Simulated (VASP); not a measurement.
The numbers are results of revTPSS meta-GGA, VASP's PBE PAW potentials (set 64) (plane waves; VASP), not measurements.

A VASP calculation is set up with these files.

**KPOINTS**
```
Regular mesh
0
Gamma
 10 10 10
0 0 0
```

INCAR:
```
PREC  =  Accurate
LMIXTAU  =  .TRUE.
LCHARG  =  .FALSE.
LASPH  =  .TRUE.
LREAL  =  .FALSE.   # projection in real space or not
ENCUT  =  520
LMAXMIX  =  4   # l cut-off of mixed one-centre charges
LWAVE  =  .FALSE.
NELM  =  100   # most electronic steps
ALGO  =  Normal   # blocked Davidson
EDIFF  =  1E-7
METAGGA  =  RTPSS
SIGMA  =  0.05   # width (eV)
SYSTEM  =  GaN
ISMEAR  =  0   # Gaussian
ISIF  =  2   # forces and stress, cell fixed
```

**POSCAR**
```
GaN
1
    0.0000000000     2.2817394906     2.2817394906
    2.2817394906     0.0000000000     2.2817394906
    2.2817394906     2.2817394906     0.0000000000
Ga N
1 1
Direct
  0.0000000000   0.0000000000   0.0000000000
  0.2500000000   0.2500000000   0.2500000000
```

POTCAR, in this order: Ga_d N (PBE.64 set). Program: vasp_std.

The run wrote:

**OUTCAR**
```
 ion  position               nearest neighbor table
   1  0.000  0.000  0.000-   2 1.98   2 1.98   2 1.98   2 1.98
   2  0.250  0.250  0.250-   1 1.98   1 1.98   1 1.98   1 1.98
  LATTYP: Found a face centered cubic cell.
 ALAT       =     4.5634789812
 Subroutine PRICEL returns:
 Original cell was already a primitive cell.
 Subroutine GETGRP returns: Found 24 space group operations
The static configuration has the point symmetry T_d .
The dynamic configuration has the point symmetry T_d .
 Subroutine INISYM returns: Found 24 space group operations
 Subroutine IBZKPT returns following result:
 Found     47 irreducible k-points:

 Following reciprocal coordinates:
            Coordinates               Weight
  0.000000  0.000000  0.000000      1.000000
  0.100000  0.000000  0.000000      8.000000
  0.200000  0.000000  0.000000      8.000000
  0.300000  0.000000  0.000000      8.000000
  0.400000  0.000000  0.000000      8.000000
  0.500000  0.000000  0.000000      4.000000
  0.100000  0.100000  0.000000      6.000000
  0.200000  0.100000  0.000000     24.000000
  0.300000  0.100000  0.000000     24.000000
  0.400000  0.100000  0.000000     24.000000
  0.500000  0.100000  0.000000     24.000000
 -0.400000  0.100000  0.000000     24.000000
 -0.300000  0.100000  0.000000     24.000000
 -0.200000  0.100000  0.000000     24.000000
 -0.100000  0.100000  0.000000     12.000000
  0.200000  0.200000  0.000000      6.000000
  0.300000  0.200000  0.000000     24.000000
  0.400000  0.200000  0.000000     24.000000
  0.500000  0.200000  0.000000     24.000000
 -0.400000  0.200000  0.000000     24.000000
 -0.300000  0.200000  0.000000     24.000000
 -0.200000  0.200000  0.000000     12.000000
  0.300000  0.300000  0.000000      6.000000
  0.400000  0.300000  0.000000     24.000000
  0.500000  0.300000  0.000000     24.000000
 -0.400000  0.300000  0.000000     24.000000
 -0.300000  0.300000  0.000000     12.000000
  0.400000  0.400000  0.000000      6.000000
  0.500000  0.400000  0.000000     24.000000
 -0.400000  0.400000  0.000000     12.000000
  0.500000  0.500000  0.000000      3.000000
  0.300000  0.200000  0.100000     24.000000
  0.400000  0.200000  0.100000     48.000000
  0.500000  0.200000  0.100000     48.000000
 -0.400000  0.200000  0.100000     24.000000
  0.400000  0.300000  0.100000     24.000000
  0.500000  0.300000  0.100000     48.000000
 -0.400000  0.300000  0.100000     48.000000
 -0.300000  0.300000  0.100000     48.000000
 -0.200000  0.300000  0.100000     24.000000
   k-points           NKPTS =     47   k-points in BZ     NKDIM =     47   number of bands    NBANDS=     13
   number of dos      NEDOS =    301   number of ions     NIONS =      2
   total plane-waves  NPLWV =  13824
   dimension x,y,z NGX =    24 NGY =   24 NGZ =   24
   dimension x,y,z NGXF=    48 NGYF=   48 NGZF=   48
   ions per type =               1   1
   PREC   = accura    normal or accurate (medium, high low for compatibility)
   ISTART =      0    job   : 0-new  1-cont  2-samecut
   ICHARG =      2    charge: 1-file 2-atom 10-const
   ISPIN  =      1    spin polarized calculation?
   LNONCOLLINEAR =      F non collinear calculations
   LSORBIT =      F    spin-orbit coupling
   INIWAV =      1    electr: 0-lowe 1-rand  2-diag
   ENCUT  =  520.0 eV  38.22 Ry    6.18 a.u.   6.00  6.00  6.00*2*pi/ulx,y,z
   NELM   =    100;   NELMIN=  2; NELMDL= -5     # of ELM steps
   EDIFF  = 0.1E-06   stopping-criterion for ELM
   LREAL  =      F    real-space projection
   NLSPLINE    = F    spline interpolate recip. space projectors
   LMAXMIX     =    4 max onsite mixed and CHGCAR
...
```

OSZICAR:
```
       N       E                     dE             d eps       ncg     rms          rms(c)
DAV:   1     0.894855868749E+02    0.89486E+02   -0.98003E+03  1302   0.246E+03
DAV:   2    -0.298989495005E+00   -0.89785E+02   -0.85285E+02  1357   0.354E+02
DAV:   3    -0.663446691821E+01   -0.63355E+01   -0.62857E+01  1447   0.914E+01
DAV:   4    -0.672592122761E+01   -0.91454E-01   -0.91405E-01  1400   0.122E+01
DAV:   5    -0.672779504401E+01   -0.18738E-02   -0.18737E-02  1466   0.140E+00    0.667E+00
DAV:   6    -0.778794677104E+01   -0.10602E+01   -0.61392E+00  1489   0.449E+01    0.377E+00
DAV:   7    -0.770380401326E+01    0.84143E-01   -0.11426E+00  1684   0.157E+01    0.132E+00
DAV:   8    -0.777974811723E+01   -0.75944E-01   -0.32963E-01  1232   0.560E+00    0.801E-01
DAV:   9    -0.766619691582E+01    0.11355E+00   -0.94006E-02  1222   0.449E+00    0.456E-01
DAV:  10    -0.777905151918E+01   -0.11285E+00   -0.80447E-02  1222   0.416E+00    0.209E-01
DAV:  11    -0.778294416039E+01   -0.38926E-02   -0.81543E-03  1332   0.125E+00    0.124E-01
DAV:  12    -0.778314311786E+01   -0.19896E-03   -0.19363E-04  1404   0.170E-01    0.110E-01
DAV:  13    -0.778507958626E+01   -0.19365E-02   -0.17648E-03  1232   0.594E-01    0.403E-02
DAV:  14    -0.778508951229E+01   -0.99260E-05   -0.21873E-04  1444   0.273E-01    0.115E-02
DAV:  15    -0.778514502986E+01   -0.55518E-04   -0.66200E-05  1342   0.113E-01    0.796E-03
DAV:  16    -0.778516983894E+01   -0.24809E-04   -0.74954E-06  1252   0.381E-02    0.918E-03
DAV:  17    -0.778516738749E+01    0.24514E-05   -0.64636E-06  1232   0.332E-02    0.461E-03
DAV:  18    -0.778517392668E+01   -0.65392E-05   -0.14952E-06  1242   0.167E-02    0.285E-03
DAV:  19    -0.778517359487E+01    0.33181E-06   -0.29231E-07  1362   0.604E-03    0.885E-04
DAV:  20    -0.778517397896E+01   -0.38409E-06   -0.30360E-08   651   0.233E-03    0.421E-04
DAV:  21    -0.778517389590E+01    0.83058E-07   -0.97388E-09   631   0.115E-03
   1 F= -.77851739E+01 E0= -.77851739E+01  d E =-.128107E-18
```

### OUTCAR
```
------------------------ aborting loop because EDIFF is reached ----------------------------------------
  FORCE on cell =-STRESS in cart. coord.  units (eV):
  Direction    XX          YY          ZZ          XY          YZ          ZX
  --------------------------------------------------------------------------------------
  Total       -0.7755441     -0.7755441     -0.7755441      0.0000000      0.0000000     -0.0000000
  in kB      -52.2984598    -52.2984598    -52.2984598      0.0000000      0.0000000     -0.0000000
  external PRESSURE =     -52.2984598 kB  Pullay stress =       0.0000000 kB
  volume of cell :       23.76
      direct lattice vectors                 reciprocal lattice vectors
     0.000000000  2.281739491  2.281739491    -0.219131063  0.219131063  0.219131063
     2.281739491  0.000000000  2.281739491     0.219131063 -0.219131063  0.219131063
     2.281739491  2.281739491  0.000000000     0.219131063  0.219131063 -0.219131063
  FREE ENERGIE OF THE ION-ELECTRON SYSTEM (eV)
  ---------------------------------------------------
  free  energy   TOTEN  =        -7.7851738959 eV

  energy  without entropy=       -7.7851738959  energy(sigma->0) =       -7.78517390
```
(Selected blocks of OUTCAR.)

OUTCAR:
```
 val. band max:        4.8121513516   @ k =   0.0000   0.0000   0.0000

 cond. band min:       6.1519720966   @ k =   0.0000   0.0000   0.0000


 Fermi energy:         5.1042289308

 k-point     1 :       0.0000    0.0000    0.0000
  band No.  band energies     occupation
      1     -11.2748      2.00000
      2      -8.6209      2.00000
      3      -8.6209      2.00000
      4      -8.6209      2.00000
      5      -8.3201      2.00000
      6      -8.3201      2.00000
      7       4.8121      2.00000
      8       4.8122      2.00000
      9       4.8122      2.00000
     10       6.1520      0.00000
     11      15.1306      0.00000
     12      15.1306      0.00000
     13      15.1306      0.00000

 k-point     2 :       0.1000    0.0000    0.0000
  band No.  band energies     occupation
      1     -11.1697      2.00000
      2      -8.6084      2.00000
      3      -8.6084      2.00000
      4      -8.5842      2.00000
      5      -8.3213      2.00000
      6      -8.3213      2.00000
      7       3.6360      2.00000
      8       4.7097      2.00000
      9       4.7097      2.00000
     10       7.1035      0.00000
     11      14.5813      0.00000
     12      15.2874      0.00000
     13      15.2874      0.00000

 k-point     3 :       0.2000    0.0000    0.0000
  band No.  band energies     occupation
      1     -10.9017      2.00000
      2      -8.5792      2.00000
      3      -8.5792      2.00000
      4      -8.4350      2.00000
      5      -8.3204      2.00000
      6      -8.3204      2.00000
      7       1.8443      2.00000
      8       4.4577      2.00000
      9       4.4577      2.00000
     10       8.2140      0.00000
     11      13.7319      0.00000
     12      15.5312      0.00000
     13      15.5312      0.00000

 k-point     4 :       0.3000    0.0000    0.0000
  band No.  band energies     occupation
      1     -10.6054      2.00000
      2      -8.5527      2.00000
      3      -8.5527      2.00000
...
```

The compound is GaN in the zinc blende structure, a metastable form; wurtzite is the usual one. This cell is one point of a volume scan, at 1.03 of the reference volume.
